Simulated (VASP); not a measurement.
These are PBEsol GGA, VASP's PBE PAW potentials (set 64) (plane waves; VASP) values and carry that method's errors.

VASP ran on this input.

### KPOINTS
```
Automatic mesh
0
Gamma
12 12 12
0 0 0
```

### POSCAR
```
HfTe
1.0
  0.0000000000   2.8744976054   2.8744976054
  2.8744976054   0.0000000000   2.8744976054
  2.8744976054   2.8744976054   0.0000000000
Hf Te
1 1
direct
  0.0000000000   0.0000000000   0.0000000000
  0.5000000000   0.5000000000   0.5000000000
```

INCAR:
```
ALGO = Normal
EDIFF = 1E-7
ENCUT = 400
GGA = PS
ISIF = 2
ISMEAR = -5
LASPH = .TRUE.
LCHARG = .TRUE.
LMAXMIX = 6
LORBIT = 11
LREAL = .FALSE.
LWAVE = .FALSE.
NEDOS = 601
NELM = 100
PREC = Accurate
SYSTEM = HfTe
```

POTCAR, in this order: Hf_pv Te (PBE.64 set). Program: vasp_std.

Unless said otherwise, spin-orbit coupling is left out, though it shifts the bands of the heavy elements here.

Question: What does the run give for the energy per atom (σ→0), band gap (on the k-mesh)?

Answer: 
The energy per atom (σ→0) is -7.243 eV/atom. The band gap (on the k-mesh) is none (metal, semimetal or under 0.01 eV).

### OSZICAR
```
...
DAV:   9    -0.144857178121E+02    0.37882E-06   -0.27784E-03  2012   0.435E-01    0.131E-01
DAV:  10    -0.144857067275E+02    0.11085E-04   -0.14646E-04  2044   0.752E-02    0.663E-02
DAV:  11    -0.144857047505E+02    0.19770E-05   -0.55892E-05  1992   0.449E-02    0.278E-02
DAV:  12    -0.144857026184E+02    0.21320E-05   -0.83959E-06  1892   0.194E-02    0.277E-03
DAV:  13    -0.144857029622E+02   -0.34377E-06   -0.45542E-07  2164   0.543E-03    0.144E-03
DAV:  14    -0.144857028006E+02    0.16156E-06   -0.15671E-08   960   0.101E-03    0.482E-04
DAV:  15    -0.144857027245E+02    0.76152E-07   -0.84217E-09   940   0.637E-04
   1 F= -.14485703E+02 E0= -.14485703E+02  d E =0.000000E+00
```

The structure was generated: HfTe was put into the rock salt type (Fm-3m), which need not be its known phase. It was relaxed first, which changed the volume by -39 %. VASP warned that the highest band is occupied, so more bands are needed.
